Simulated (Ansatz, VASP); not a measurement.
# SnH in two plane-wave programs

Aim: how closely do two programs agree when they are given the same cell, functional and k mesh? The cell is generated by rule, not measured, and may not be a known phase. Of the first pair: The cell is taken from a series of runs on this material, whose earlier steps may have relaxed, scaled, displaced or heated it; both programs get it as it stands.

Method: plane waves, with VASP 6.6.1 beside it; relaxation of cell and atoms at LDA, in Ansatz 0.2.0.

### 1. The starting structure

Symmetry: P4_2/mnm, No. 136, tetragonal system. The conventional cell has a = 4.529 Å, b = 4.529 Å, c = 6.336 Å, α = 90.00°, β = 90.00°, γ = 90.00°. Sn has 2 H at 2.02 Å nearest. Nearest to H lie 2 Sn at 2.02 Å. Farther neighbours are not listed.

As a file:

```cif
data_structure
_symmetry_space_group_name_H-M 'P 1'
_symmetry_Int_Tables_number 1
_cell_length_a 4.5289
_cell_length_b 4.5289
_cell_length_c 6.3360
_cell_angle_alpha 90.000
_cell_angle_beta 90.000
_cell_angle_gamma 90.000
_cell_volume 129.95
loop_
_atom_site_label
_atom_site_type_symbol
_atom_site_fract_x
_atom_site_fract_y
_atom_site_fract_z
_atom_site_occupancy
Sn1 Sn 0.25525 0.74475 0.00000 1
Sn2 Sn 0.74475 0.25525 0.00000 1
Sn3 Sn 0.75525 0.75525 0.50000 1
Sn4 Sn 0.24475 0.24475 0.50000 1
H5 H 0.50000 0.50000 0.68712 1
H6 H 0.00000 0.00000 0.81288 1
H7 H 0.50000 0.50000 0.31288 1
H8 H 0.00000 0.00000 0.18712 1
```

### 2. VASP: relaxation of cell and atoms, LDA, pair 1

The relaxed volume is the usual yardstick between codes: in a stiff, nearly cubic crystal its relative difference is about their pressure difference at one cell divided by the bulk modulus.

Lines of VASP's logs that name or quote its potential files are left out, and so is its time.

Contents of INCAR:

```
SYSTEM = SnH
PREC = Accurate
ENCUT = 500
EDIFF = 1E-07
NELM = 120
ISMEAR = 1
SIGMA = 0.2
LREAL = .FALSE.
ALGO = Normal
GGA = CA
NBANDS = 38
LORBIT = 11
LWAVE = .FALSE.
LCHARG = .FALSE.
ISIF = 3
IBRION = 2
NSW = 80
EDIFFG = -0.005
LASPH = .TRUE.
GGA_COMPAT = .FALSE.
NELMIN = 4
KPAR = 2
```

Contents of POSCAR:

```
SnH
1.0
    4.5288510000      0.0000000000      0.0000000000
    0.0000000000      4.5288510000      0.0000000000
    0.0000000000      0.0000000000      6.3359600000
Sn H
4 4
Direct
    0.2552484063      0.7447515937      0.0000000000
    0.7447515937      0.2552484063      0.0000000000
    0.7552485167      0.7552485167      0.5000000000
    0.2447514833      0.2447514833      0.5000000000
    0.5000001104      0.5000001104      0.6871181321
    0.0000000000      0.0000000000      0.8128818679
    0.5000001104      0.5000001104      0.3128818679
    0.0000000000      0.0000000000      0.1871181321
```

Contents of KPOINTS:

```
Automatic mesh
0
Gamma
8 8 6
0 0 0
```

Potentials, in the order of the species: Sn_d and H (LDA family, release 64).

Started as:

```sh
> mpirun -np 2 vasp_std
```

Numbers of over 12 decimals in the logs are rounded to 6 here.

Log:

```text
[banner, memory and clock lines left out]
running    2 mpi-ranks, on    1 nodes
 distrk:  each k-point on    1 cores,    2 groups
 distr:  one band on    1 cores,    1 groups

 POSCAR found type information on POSCAR SnH
 POSCAR found :  2 types and       8 ions
 LDA part: xc-table for (Slater(with rela. corr.)+CA(PZ))
 , standard interpolation
 POSCAR, INCAR and KPOINTS ok, starting setup
 FFT: planning ... GRIDC
 FFT: planning ... GRID_SOFT
 FFT: planning ... GRID
 WAVECAR not read
 entering main loop
       N       E                     dE             d eps       ncg     rms          rms(c)
DAV:   1     0.591084400478E+03    0.59108E+03   -0.29312E+04  4668   0.231E+03
DAV:   2     0.555616227443E+02   -0.53552E+03   -0.52459E+03  4560   0.590E+02
DAV:   3    -0.256682836432E+02   -0.81230E+02   -0.79394E+02  5086   0.197E+02
DAV:   4    -0.299457397199E+02   -0.42775E+01   -0.42424E+01  5294   0.487E+01
DAV:   5    -0.300743039942E+02   -0.12856E+00   -0.12851E+00  5618   0.866E+00    0.567E+00
DAV:   6    -0.293633881731E+02    0.71092E+00   -0.58570E-01  5944   0.517E+00    0.286E+00
DAV:   7    -0.292196419039E+02    0.14375E+00   -0.91308E-01  5276   0.423E+00    0.619E-01
DAV:   8    -0.292210578291E+02   -0.14159E-02   -0.14060E-01  5000   0.254E+00    0.321E-01
DAV:   9    -0.292198199337E+02    0.12379E-02   -0.68110E-03  5190   0.687E-01    0.111E-01
DAV:  10    -0.292199776263E+02   -0.15769E-03   -0.19172E-03  6266   0.234E-01    0.593E-02
DAV:  11    -0.292199629212E+02    0.14705E-04   -0.50334E-04  5940   0.167E-01    0.305E-02
DAV:  12    -0.292199321556E+02    0.30766E-04   -0.11572E-04  5256   0.785E-02    0.676E-03
DAV:  13    -0.292199332812E+02   -0.11257E-05   -0.13689E-05  5604   0.162E-02    0.239E-03
DAV:  14    -0.292199331442E+02    0.13702E-06   -0.73908E-07  4232   0.591E-03    0.201E-03
DAV:  15    -0.292199331432E+02    0.99590E-09   -0.11305E-07  3148   0.210E-03
   1 F= -.29219933E+02 E0= -.29219317E+02  d E =-.292199E+02
 curvature:   0.00 expect dE= 0.000E+00 dE for cont linesearch  0.000E+00
 trial: gam= 0.00000 g(F)=  0.417E-04 g(S)=  0.175E-03 ort = 0.000E+00 (trialstep = 0.100E+01)
 search vector abs. value=  0.217E-03
 bond charge predicted
       N       E                     dE             d eps       ncg     rms          rms(c)
DAV:   1    -0.292218377631E+02   -0.19046E-02   -0.48515E-02  5682   0.260E+00    0.241E-01
DAV:   2    -0.292203856247E+02    0.14521E-02   -0.38805E-03  5466   0.732E-01    0.104E-01
DAV:   3    -0.292200445136E+02    0.34111E-03   -0.12906E-03  6144   0.403E-01    0.202E-02
DAV:   4    -0.292200290815E+02    0.15432E-04   -0.90513E-05  5300   0.890E-02    0.812E-03
DAV:   5    -0.292200280633E+02    0.10182E-05   -0.51281E-06  6972   0.164E-02    0.622E-03
DAV:   6    -0.292200279388E+02    0.12447E-06   -0.64996E-07  4714   0.540E-03    0.226E-03
DAV:   7    -0.292200277628E+02    0.17604E-06   -0.37553E-07  3526   0.531E-03    0.113E-03
DAV:   8    -0.292200277571E+02    0.56962E-08   -0.53128E-08  2534   0.209E-03
   2 F= -.29220028E+02 E0= -.29219400E+02  d E =-.946139E-04
 trial-energy change:   -0.000095  1 .order   -0.000108   -0.000217    0.000001
 step:   0.9916(harm=  0.9946)  dis= 0.00047  next Energy=   -29.220028 (dE=-0.946E-04)
 reached required accuracy - stopping structural energy minimisation
```

OUTCAR, selected parts (step 2):

```text
ion  position               nearest neighbor table
   1  0.255  0.745  0.000-   6 2.02   8 2.02   2 3.14   2 3.20   2 3.20   2 3.27
   2  0.745  0.255  0.000-   6 2.02   8 2.02   1 3.14   1 3.20   1 3.20   1 3.27
   3  0.755  0.755  0.500-   5 2.02   7 2.02   4 3.14   4 3.20   4 3.20   4 3.27
   4  0.245  0.245  0.500-   5 2.02   7 2.02   3 3.14   3 3.20   3 3.20   3 3.27
   5  0.500  0.500  0.687-   3 2.02   4 2.02
   6  0.000  0.000  0.813-   1 2.02   2 2.02
   7  0.500  0.500  0.313-   3 2.02   4 2.02
   8  0.000  0.000  0.187-   1 2.02   2 2.02

  LATTYP: Found a simple tetragonal cell.
 ALAT       =     4.5288510000
 C/A-ratio  =     1.3990215178

 Subroutine GETGRP returns: Found 16 space group operations
 (whereof  8 operations were pure point group operations)

The static configuration has the point symmetry D_2h.
 The point group associated with its full space group is D_4h.

 Found     60 irreducible k-points:

   k-points           NKPTS =     60   k-points in BZ     NKDIM =     60   number of bands    NBANDS=     38

   dimension x,y,z NGX =    36 NGY =   36 NGZ =   48
   dimension x,y,z NGXF=    72 NGYF=   72 NGZF=   96

   ENCUT  =  500.0 eV  36.75 Ry    6.06 a.u.   8.26  8.26 11.55*2*pi/ulx,y,z

   NELECT =      60.0000    total number of electrons

 k-points in reciprocal lattice and weights: Automatic mesh
   0.00000000  0.00000000  0.00000000       0.003
   0.12500000  0.00000000  0.00000000       0.010
   0.25000000  0.00000000  0.00000000       0.010
   0.37500000  0.00000000  0.00000000       0.010
   0.50000000  0.00000000  0.00000000       0.005
   0.12500000  0.12500000  0.00000000       0.010
   0.25000000  0.12500000  0.00000000       0.021
   0.37500000  0.12500000  0.00000000       0.021
   0.50000000  0.12500000  0.00000000       0.010
[...]
0.50000000  0.37500000  0.50000000       0.010
   0.50000000  0.50000000  0.50000000       0.003

 average (electrostatic) potential at core
       1-100.2595       2-100.2595       3-100.2595       4-100.2595       5 -30.3735
       6 -30.3735       7 -30.3735       8 -30.3735

 E-fermi :   6.7818

 k-point     1 :       0.0000    0.0000    0.0000
  band No.  band energies     occupation
    ...
     26       2.3326      2.00000
     27       3.9284      2.00000
     28       4.2929      2.00000
     29       4.3605      2.00000
     30       6.4163      2.02678
     31       8.0901     -0.00000
     32       8.0901     -0.00000
     33       9.6619     -0.00000
     34      10.0374     -0.00000
     35      10.1744     -0.00000
    ...

 k-point     2 :       0.1250    0.0000    0.0000
  band No.  band energies     occupation
    ...
     26       2.5014      2.00000
     27       3.6775      2.00000
     28       4.4985      2.00000
     29       4.9276      2.00000
     30       6.3657      2.01221
     31       8.0157     -0.00000
     32       8.1759     -0.00000
     33       8.5729     -0.00000
     34       9.7481     -0.00000
     35      10.1120     -0.00000
    ...

 k-point     3 :       0.2500    0.0000    0.0000
  band No.  band energies     occupation
    ...
     26       2.9091      2.00000
     27       3.0298      2.00000
     28       4.8197      2.00000
     29       6.1979      2.00029
     30       6.3711      2.01339
     31       7.4001     -0.00011
     32       8.0202     -0.00000
     33       8.4090     -0.00000
     34       8.6058     -0.00000
     35      10.1666     -0.00000
    ...

  Total        0.0110461      0.0110461     -0.0086456      0.0000000      0.0000000      0.0000000
  in kB        0.1364268      0.1364268     -0.1067796      0.0000000      0.0000000      0.0000000
  external PRESSURE =       0.0553580 kB  Pullay stress =       0.0000000 kB

  energy-cutoff  :      500.00
  volume of cell :      129.72
      direct lattice vectors                 reciprocal lattice vectors
     4.526369060 -0.000000000  0.000000000     0.220927632  0.000000000  0.000000000
     0.000000000  4.526369060  0.000000000     0.000000000  0.220927632  0.000000000
     0.000000000  0.000000000  6.331682455     0.000000000  0.000000000  0.157935905

 POSITION                                       TOTAL-FORCE (eV/Angst)
 -----------------------------------------------------------------------------------
      1.15497      3.37140      0.00000         0.000373     -0.000373      0.000000
      3.37140      1.15497      6.33168        -0.000373      0.000373      0.000000
      3.41816      3.41816      3.16584         0.000373      0.000373      0.000000
      1.10821      1.10821      3.16584        -0.000373     -0.000373      0.000000
      2.26319      2.26319      4.35014         0.000000      0.000000     -0.003314
      0.00000      4.52637      5.14738         0.000000      0.000000      0.003314
      2.26319      2.26319      1.98154         0.000000      0.000000      0.003314
      0.00000      4.52637      1.18430         0.000000      0.000000     -0.003314
 -----------------------------------------------------------------------------------
    total drift:                               -0.001003      0.000990      0.000000

  FREE ENERGIE OF THE ION-ELECTRON SYSTEM (eV)
  ---------------------------------------------------
  free  energy   TOTEN  =       -29.2200277571 eV

  energy  without entropy=      -29.2181433448  energy(sigma->0) =      -29.21939962

 reached required accuracy - stopping structural energy minimisation

 total charge
# of ion       s       p       d       tot
------------------------------------------
    1        1.307   0.923   9.997  12.227
    2        1.307   0.923   9.997  12.227
    3        1.307   0.923   9.997  12.227
    4        1.307   0.923   9.997  12.227
    5        0.482   0.013   0.000   0.495
    6        0.482   0.013   0.000   0.495
    7        0.482   0.013   0.000   0.495
    8        0.482   0.013   0.000   0.495
--------------------------------------------------
tot          7.155   3.744  39.987  50.886

[... 3 further parts left out ...]
```

The run keeps the 16 symmetry operations of its start, so it cannot find a distortion of lower symmetry.

(Continued in part 2 of 3.)

[Lines on the potential files, build, host, timing and source positions are cut from VASP's logs without a mark.]

[Logs are printed without paths, hosts, clocks, repeated set-up lines and the standing remarks that a program may print on its own settings, such as how far it seeks lower states.]

[Hosts, paths, dates, database ids (printed as entryN), source tags and the programs' standing remarks are cut or masked in the printed files.]
